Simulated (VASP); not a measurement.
# Shielding tensors and field gradients of KMgF3

Wanted: the shieldings and field gradients at the nuclei of KMgF3. The cell has space group Pm-3m. The start is a cell from a database of measured crystal structures.

Method: PBE; plane waves and PAW (K_sv, Mg, F), in the first sound run; inputs show where later runs differ, in VASP 6.6.1.

## 1. The structure

Symmetry: Pm-3m, No. 221, cubic system. Conventional cell: a = 3.986 Å, b = 3.986 Å, c = 3.986 Å, α = 90.00°, β = 90.00°, γ = 90.00°. Nearest to K lie 12 F at 2.82 Å. Nearest to Mg lie 6 F at 1.99 Å. F has 2 Mg at 1.99 Å and 4 K at 2.82 Å nearest. Farther neighbours and most contacts between anions are not listed.

## 2. Relaxation

The atoms are relaxed first inside the given cell, which is kept (ISIF = 2), since values at the nuclei depend on the positions.

The input, INCAR:

```
SYSTEM = KMgF3
PREC = Accurate
ENCUT = 520
EDIFF = 1E-06
NELM = 100
ISMEAR = 0
SIGMA = 0.05
LREAL = .FALSE.
ALGO = Normal
GGA = PE
NBANDS = 22
LWAVE = .FALSE.
LCHARG = .FALSE.
KPAR = 2
IBRION = 2
NSW = 60
ISIF = 2
EDIFFG = -0.01
```

The input, POSCAR:

```
KMgF3
1.0
    3.9859000000      0.0000000000      0.0000000000
    0.0000000000      3.9859000000      0.0000000000
    0.0000000000      0.0000000000      3.9859000000
K Mg F
1 1 3
Direct
    0.5000000000      0.5000000000      0.5000000000
    0.0000000000      0.0000000000      0.0000000000
    0.5000000000      0.0000000000      0.0000000000
    0.0000000000      0.5000000000      0.0000000000
    0.0000000000      0.0000000000      0.5000000000
```

The input, KPOINTS:

```
Automatic mesh
0
Gamma
6 6 6
0 0 0
```

Potentials, in the order of the species: K_sv, Mg and F (PBE family, release 64).

On the command line:

```bash
> mpirun -np 2 vasp_std
```

What it wrote:

```text
[banner, memory and clock lines left out]
running    2 mpi-ranks, on    1 nodes
 distrk:  each k-point on    1 cores,    2 groups
 distr:  one band on    1 cores,    1 groups

 POSCAR found type information on POSCAR K MgF
 POSCAR found :  3 types and       5 ions
 LDA part: xc-table for (Slater+PW92), standard interpolation
 POSCAR, INCAR and KPOINTS ok, starting setup
 FFT: planning ... GRIDC
 FFT: planning ... GRID_SOFT
 FFT: planning ... GRID
 WAVECAR not read
 entering main loop
       N       E                     dE             d eps       ncg     rms          rms(c)
DAV:   1     0.226277106254E+03    0.22628E+03   -0.17582E+04   912   0.140E+03
DAV:   2    -0.152421810546E+02   -0.24152E+03   -0.23404E+03  1114   0.363E+02
DAV:   3    -0.260535149958E+02   -0.10811E+02   -0.10770E+02  1214   0.722E+01
DAV:   4    -0.266211103767E+02   -0.56760E+00   -0.56698E+00  1358   0.938E+00
DAV:   5    -0.266239644054E+02   -0.28540E-02   -0.28540E-02  1134   0.716E-01    0.901E+00
DAV:   6    -0.244202667058E+02    0.22037E+01   -0.80872E+00  1018   0.208E+01    0.391E+00
DAV:   7    -0.244141579002E+02    0.61088E-02   -0.24137E-01  1168   0.306E+00    0.241E+00
DAV:   8    -0.244148678409E+02   -0.70994E-03   -0.78195E-02  1066   0.270E+00    0.332E-01
DAV:   9    -0.244142001478E+02    0.66769E-03   -0.20819E-02  1120   0.102E+00    0.151E-01
DAV:  10    -0.244142785196E+02   -0.78372E-04   -0.18186E-03  1120   0.316E-01    0.770E-02
DAV:  11    -0.244142805109E+02   -0.19913E-05   -0.19287E-05  1104   0.333E-02    0.739E-02
DAV:  12    -0.244142835301E+02   -0.30192E-05   -0.20391E-05   922   0.377E-02    0.307E-02
DAV:  13    -0.244142807315E+02    0.27986E-05   -0.40278E-06  1084   0.223E-02    0.207E-02
DAV:  14    -0.244142769863E+02    0.37452E-05   -0.63811E-06  1012   0.186E-02    0.109E-02
DAV:  15    -0.244142763429E+02    0.64339E-06   -0.59214E-07   530   0.608E-03
   1 F= -.24414276E+02 E0= -.24414276E+02  d E =-.244143E+02
 curvature:   0.00 expect dE= 0.000E+00 dE for cont linesearch  0.000E+00
 trial: gam= 0.00000 g(F)=  0.000E+00 g(S)=  0.000E+00 ort = 0.000E+00 (trialstep = 0.100E+01)
 search vector abs. value=  0.100E-09
 reached required accuracy - stopping structural energy minimisation
```

Wall time 26 s (2 MPI ranks of Intel Xeon Platinum 8488C (Sapphire Rapids), shared host); peak memory 0.33 GiB.

Lines that name or quote the potential files are left out of all logs, and their timing lines are given in words.

OUTCAR, selected parts (step 2):

```text
ion  position               nearest neighbor table
   1  0.500  0.500  0.500-   3 2.82   4 2.82   5 2.82   3 2.82   4 2.82   3 2.82   5 2.82   3 2.82
                             4 2.82   5 2.82   4 2.82   5 2.82   2 3.45   2 3.45   2 3.45   2 3.45
   2  0.000  0.000  0.000-   3 1.99   4 1.99   5 1.99   5 1.99   4 1.99   3 1.99   1 3.45   1 3.45
                             1 3.45   1 3.45   1 3.45   1 3.45   1 3.45   1 3.45
   3  0.500  0.000  0.000-   2 1.99   2 1.99   1 2.82   1 2.82   1 2.82   1 2.82
   4  0.000  0.500  0.000-   2 1.99   2 1.99   1 2.82   1 2.82   1 2.82   1 2.82
   5  0.000  0.000  0.500-   2 1.99   2 1.99   1 2.82   1 2.82   1 2.82   1 2.82

  LATTYP: Found a simple cubic cell.
 ALAT       =     3.9859000000

 Subroutine GETGRP returns: Found 48 space group operations
 (whereof 48 operations were pure point group operations)

The static configuration has the point symmetry O_h .

 Found     20 irreducible k-points:

   k-points           NKPTS =     20   k-points in BZ     NKDIM =     20   number of bands    NBANDS=     22

   dimension x,y,z NGX =    30 NGY =   30 NGZ =   30
   dimension x,y,z NGXF=    60 NGYF=   60 NGZF=   60

   ENCUT  =  520.0 eV  38.22 Ry    6.18 a.u.   7.41  7.41  7.41*2*pi/ulx,y,z

   NELECT =      32.0000    total number of electrons

 k-points in reciprocal lattice and weights: Automatic mesh
   0.00000000  0.00000000  0.00000000       0.005
   0.16666667  0.00000000  0.00000000       0.028
   0.33333333  0.00000000  0.00000000       0.028
   0.50000000  0.00000000  0.00000000       0.014
   0.16666667  0.16666667  0.00000000       0.056
   0.33333333  0.16666667  0.00000000       0.111
   0.50000000  0.16666667  0.00000000       0.056
   0.33333333  0.33333333  0.00000000       0.056
   0.50000000  0.33333333  0.00000000       0.056
[...]
0.50000000  0.50000000  0.33333333       0.028
   0.50000000  0.50000000  0.50000000       0.005

 average (electrostatic) potential at core
       1 -34.4590       2 -38.3401       3 -77.5006       4 -77.5006       5 -77.5006

 E-fermi :  -1.3312

 k-point     1 :       0.0000    0.0000    0.0000
  band No.  band energies     occupation
    ...
     12      -2.2225      2.00000
     13      -2.2225      2.00000
     14      -1.9231      2.00000
     15      -1.9231      2.00000
     16      -1.9231      2.00000
     17       5.7035      0.00000
     18       8.4797      0.00000
     19       8.4797      0.00000
     20      10.6355      0.00000
     21      10.6355      0.00000
    ...

 k-point     2 :       0.1667    0.0000    0.0000
  band No.  band energies     occupation
    ...
     12      -2.2787      2.00000
     13      -2.2787      2.00000
     14      -2.1806      2.00000
     15      -1.9762      2.00000
     16      -1.9762      2.00000
     17       6.1857      0.00000
     18       8.7244      0.00000
     19       8.7685      0.00000
     20      10.7631      0.00000
     21      10.7782      0.00000
    ...

 k-point     3 :       0.3333    0.0000    0.0000
  band No.  band energies     occupation
    ...
     12      -2.4081      2.00000
     13      -2.3973      2.00000
     14      -2.3973      2.00000
     15      -2.0791      2.00000
     16      -2.0791      2.00000
     17       7.3641      0.00000
     18       9.2290      0.00000
     19       9.2425      0.00000
     20      11.0592      0.00000
     21      11.0676      0.00000
    ...

  Total        1.3054173      1.3054173      1.3054173      0.0000000     -0.0000000      0.0000000
  in kB       33.0278849     33.0278849     33.0278849      0.0000000     -0.0000000      0.0000000
  external PRESSURE =      33.0278849 kB  Pullay stress =       0.0000000 kB

  energy-cutoff  :      520.00
  volume of cell :       63.33
      direct lattice vectors                 reciprocal lattice vectors
     3.985900000  0.000000000  0.000000000     0.250884367  0.000000000  0.000000000
     0.000000000  3.985900000  0.000000000     0.000000000  0.250884367  0.000000000
     0.000000000  0.000000000  3.985900000     0.000000000  0.000000000  0.250884367

 POSITION                                       TOTAL-FORCE (eV/Angst)
 -----------------------------------------------------------------------------------
      1.99295      1.99295      1.99295         0.000000      0.000000      0.000000
      0.00000      0.00000      0.00000         0.000000      0.000000      0.000000
      1.99295      0.00000      0.00000         0.000000      0.000000      0.000000
      0.00000      1.99295      0.00000         0.000000      0.000000      0.000000
      0.00000      0.00000      1.99295         0.000000      0.000000      0.000000
 -----------------------------------------------------------------------------------
    total drift:                                0.000000     -0.000000      0.000000

  FREE ENERGIE OF THE ION-ELECTRON SYSTEM (eV)
  ---------------------------------------------------
  free  energy   TOTEN  =       -24.4142763429 eV

  energy  without entropy=      -24.4142763429  energy(sigma->0) =      -24.41427634

 reached required accuracy - stopping structural energy minimisation

[... 3 further parts left out ...]
```

CONTCAR:

```
KMgF3
   1.00000000000000
     3.9859000000000000    0.0000000000000000    0.0000000000000000
     0.0000000000000000    3.9859000000000000    0.0000000000000000
     0.0000000000000000    0.0000000000000000    3.9859000000000000
  K               Mg              F
     1     1     3
Direct
     0.5000000000000000    0.5000000000000000    0.5000000000000000
     0.0000000000000000    0.0000000000000000    0.0000000000000000
     0.5000000000000000    0.0000000000000000    0.0000000000000000
     0.0000000000000000    0.5000000000000000    0.0000000000000000
     0.0000000000000000    0.0000000000000000    0.5000000000000000
```

The run keeps the 48 symmetry operations of its start, so it cannot find a distortion of lower symmetry.

The forces vanish from the start, and no atom moves.

This step gave:

```yaml
free_energy_toten: -24.41 eV
fermi_energy: -1.331 eV
pressure: 3.303 GPa
```

The forces stay under 1e-4 eV/Å.

## 3. Ground state

This step: LDA; plane waves and PAW (K_sv, Mg, F) (VASP 6.6.1).

A ground-state run shows first whether the cell has a gap, which the next steps need; its size sets how fine their mesh has to be.

The input, INCAR:

```
SYSTEM = KMgF3
PREC = Accurate
ENCUT = 520
EDIFF = 1E-07
NELM = 100
ISMEAR = 0
SIGMA = 0.01
LREAL = .FALSE.
ALGO = Normal
GGA = CA
NBANDS = 22
LORBIT = 11
LWAVE = .FALSE.
LCHARG = .FALSE.
KPAR = 2
```

POSCAR is that of step 2.

KPOINTS is that of step 2.

On the command line:

```bash
> mpirun -np 2 vasp_std
```

What it wrote:

```text
[banner, memory and clock lines left out]
running    2 mpi-ranks, on    1 nodes
 distrk:  each k-point on    1 cores,    2 groups
 distr:  one band on    1 cores,    1 groups

 POSCAR found type information on POSCAR K MgF
 POSCAR found :  3 types and       5 ions
|                                                                             |
|               ----> ADVICE to this user running VASP <----                  |
|                                                                             |
|     You enforced a specific xc type in the INCAR file but a different       |
|     [... a line on the potential file left out ...]
|     I HOPE YOU KNOW WHAT YOU ARE DOING!                                     |
|                                                                             |

 LDA part: xc-table for (Slater(with rela. corr.)+CA(PZ))
 , standard interpolation
 POSCAR, INCAR and KPOINTS ok, starting setup
 FFT: planning ... GRIDC
 FFT: planning ... GRID_SOFT
 FFT: planning ... GRID
 WAVECAR not read
 entering main loop
       N       E                     dE             d eps       ncg     rms          rms(c)
DAV:   1     0.220278716713E+03    0.22028E+03   -0.17463E+04   912   0.140E+03
DAV:   2    -0.177462429064E+02   -0.23802E+03   -0.23050E+03  1122   0.359E+02
DAV:   3    -0.284120209825E+02   -0.10666E+02   -0.10624E+02  1222   0.713E+01
DAV:   4    -0.289141257076E+02   -0.50210E+00   -0.50155E+00  1358   0.903E+00
DAV:   5    -0.289167624928E+02   -0.26368E-02   -0.26367E-02  1152   0.680E-01    0.786E+00
DAV:   6    -0.271587668180E+02    0.17580E+01   -0.62350E+00  1018   0.185E+01    0.436E+00
DAV:   8    -0.270621501118E+02    0.37858E-01   -0.68232E-02  1074   0.251E+00    0.311E-01
DAV:   9    -0.270611169404E+02    0.10332E-02   -0.15253E-02  1232   0.847E-01    0.134E-01
DAV:  10    -0.270610197588E+02    0.97182E-04   -0.13380E-03  1136   0.238E-01    0.863E-02
DAV:  11    -0.270610071871E+02    0.12572E-04   -0.40881E-05  1072   0.544E-02    0.430E-02
DAV:  12    -0.270609960447E+02    0.11142E-04   -0.53453E-05  1044   0.572E-02    0.130E-02
DAV:  13    -0.270609959123E+02    0.13243E-06   -0.26156E-06  1160   0.112E-02    0.403E-03
DAV:  14    -0.270609959580E+02   -0.45705E-07   -0.19829E-07   910   0.252E-03
   1 F= -.27060996E+02 E0= -.27060996E+02  d E =-.271268E-75
```

It took 26 s on 2 MPI ranks; peak memory 0.3 GiB; 34 s of CPU time.

OUTCAR, selected parts (step 3):

```text
The static configuration has the point symmetry O_h .

 Found     20 irreducible k-points:

   NELECT =      32.0000    total number of electrons

 E-fermi :  -1.8941

 k-point     1 :       0.0000    0.0000    0.0000
  band No.  band energies     occupation
    ...
     12      -2.6631      2.00000
     13      -2.6631      2.00000
     14      -2.3486      2.00000
     15      -2.3486      2.00000
     16      -2.3486      2.00000
     17       4.9458      0.00000
     18       7.7583      0.00000
     19       7.7583      0.00000
     20      10.0087      0.00000
     21      10.0087      0.00000
    ...

 k-point     2 :       0.1667    0.0000    0.0000
  band No.  band energies     occupation
    ...
     12      -2.7221      2.00000
     13      -2.7221      2.00000
     14      -2.6200      2.00000
     15      -2.4040      2.00000
     16      -2.4040      2.00000
     17       5.4352      0.00000
     18       8.0132      0.00000
     19       8.0534      0.00000
     20      10.1477      0.00000
     21      10.1608      0.00000
    ...

  Total       -1.8381982     -1.8381982     -1.8381982     -0.0000000      0.0000000     -0.0000000
  in kB      -46.5075791    -46.5075791    -46.5075791     -0.0000000      0.0000000     -0.0000000
  external PRESSURE =     -46.5075791 kB  Pullay stress =       0.0000000 kB

  FREE ENERGIE OF THE ION-ELECTRON SYSTEM (eV)
  ---------------------------------------------------
  free  energy   TOTEN  =       -27.0609959580 eV

  energy  without entropy=      -27.0609959580  energy(sigma->0) =      -27.06099596

 total charge
# of ion       s       p       d       tot
------------------------------------------
    1        1.951   5.523   0.029   7.503
    2        0.130   0.166   0.082   0.378
    3        1.721   4.378   0.000   6.099
    4        1.721   4.378   0.000   6.099
    5        1.721   4.378   0.000   6.099
--------------------------------------------------
tot          7.243  18.823   0.111  26.178

[... 9 parts as in an earlier step ...]

[... 5 further parts left out ...]
```

The gap is read on the k-mesh alone, so it is an upper bound where the band edges lie off the mesh. The PAW data sets were made with PBE, though LDA sets exist; this is a small mismatch.

This step gave:

| Quantity | Value |
| --- | --- |
| free energy (TOTEN) | -27.06 eV |
| Fermi energy | -1.894 eV |
| pressure | -4.651 GPa |
| gap on the k-mesh | 6.968 eV |
| least direct gap on the k-mesh | 7.294 eV |

The cell has a gap of 6.97 eV on this mesh and a pressure of -4.7 GPa, which holds the misfit of the given cell and coordinates with this functional, and any error of cutoff, mesh and data sets.

(Continued in part 2 of 4.)

[Lines on the potential files, build, host, timing and source positions are cut from VASP's logs without a mark.]

[Logs are printed without paths, hosts, clocks, repeated set-up lines and the standing remarks that a program may print on its own settings, such as how far it seeks lower states.]

[Hosts, paths, dates, database ids (printed as entryN), source tags and the programs' standing remarks are cut or masked in the printed files.]
